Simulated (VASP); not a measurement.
Pb:

```
Pb
1.0
     0.00000    2.47502    2.47502
     2.47502    0.00000    2.47502
     2.47502    2.47502    0.00000
Pb
1
Direct
  0.00000 0.00000 0.00000
```

| Property | Result |
| --- | --- |
| Program | VASP 6.6.1 |
| Task | relaxation of cell and atoms |
| Functional | LDA |
| Potentials or basis | VASP PAW LDA potentials, release 64 (Pb_d) |
| Cutoff | 600 eV |
| k mesh | 16 × 16 × 16 |
| Occupations | methfessel-paxton, width 0.1 eV |
| Spin | no spin polarisation |

At the start: pressure -2.0 GPa; volume 30.32 Å³/atom.

Question: How do energy, volume and symmetry change on relaxing?

Answer: Over 3 steps the energy falls by 8.0 meV/atom and the volume is 29.11 Å³/atom (-4.0 %); space group Fm-3m (No. 225, to 0.05 Å).

The path:
| step | energy change (eV) | largest force (eV/Å) | pressure (GPa) | volume (Å³) |
| --- | --- | --- | --- | --- |
| 1 | 0.0000 | 0.0000 | -2.04 | 30.32 |
| 2 | -0.0068 | 0.0000 | 0.91 | 28.66 |
| 3 | -0.0080 | 0.0000 | -0.02 | 29.11 |

Final structure:
```yaml
crystal:
  lattice:
    - [0.00000, 2.44163, 2.44163]
    - [2.44163, 0.00000, 2.44163]
    - [2.44163, 2.44163, 0.00000]
  atoms:
    - { symbol: Pb, position: [0.00000, 0.00000, 0.00000] }
```
